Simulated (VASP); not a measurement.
Data:

```yaml
crystal:
  lattice:
    - [-2.88019, 2.88019, 2.88019]
    - [2.88019, -2.88019, 2.88019]
    - [2.88019, 2.88019, -2.88019]
  atoms:
    - { symbol: Rb, position: [0.00000, 0.00000, 0.00000] }
```

Method: TPSS meta-GGA, VASP's PBE PAW potentials (set 64) (plane waves; VASP 6.6.1). Run with 520 eV cut-off, 9×9×9 Γ-centred mesh, first-order Methfessel-Paxton smearing of 0.10 eV, potentials Rb_sv.

Give the energy at these volumes per atom, relative to the lowest: 90.62, 93.51, 96.41, 99.30, 102.19 Å³.

2.1, 0.3, 0.0, 1.0, 3.2 meV/atom. A third-order Birch-Murnaghan fit gives B0 = 2.5 GPa and B0′ = 3.5.

Measured: a 5.576 Å at 0 K (computed value off by +3.3 %), as given by Gábor I. Csonka et al., Physical Review B (2009), arXiv:0903.4037 [low-temperature or extrapolated to 0 K; zero-point anharmonic expansion removed].

The compound is Rb in the bcc structure. It was relaxed first, which changed the volume by +6 %.
